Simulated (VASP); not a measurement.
A run of VASP 6.6.1:

Contents of INCAR:

```
PREC     = Accurate       # precision mode
ENCUT    = 520            # plane-wave cutoff, eV
EDIFF    = 1E-6           # SCF threshold, eV
ISMEAR   = 0              # smearing method
SIGMA    = 0.1            # smearing width, eV
LREAL    = False          # projectors in reciprocal space
LASPH    = True           # aspherical terms in the spheres
NELM     = 100            # most SCF steps
ALGO     = Normal         # electronic algorithm
ISIF     = 2              # what is computed and relaxed
LWAVE    = False          # write WAVECAR
LCHARG   = True           # write CHGCAR
GGA      = CA             # functional
LELF     = True           # ELF
LVHAR    = True         
NBANDS   = 8              # bands
```

File KPOINTS:

```
regular mesh
0
Gamma
  18 18 18
```

The input POSCAR:

```
Li
1.0
    0.0000000000      2.1144086823      2.1144086823
    2.1144086823      0.0000000000      2.1144086823
    2.1144086823      2.1144086823      0.0000000000
Li
1
Direct
    0.0000000000      0.0000000000      0.0000000000
```

Potentials or basis: VASP PAW LDA potentials, release 64 (Li_sv).

Run with:

```bash
$ cat potpaw_LDA.64/Li_sv/POTCAR > POTCAR
$ mpirun -np 1 vasp_std > vasp.out
```

Hardware: 1 thread of Intel(R) Xeon(R) 6975P-C (Granite Rapids), on a shared host.

Question: How long does it take, and how much memory?

Answer: It took 9.3 s on 1 thread of Intel(R) Xeon(R) 6975P-C (Granite Rapids), with other jobs on the host, peak memory 0.13 GiB. Counts: scf iterations 9, k points 195.
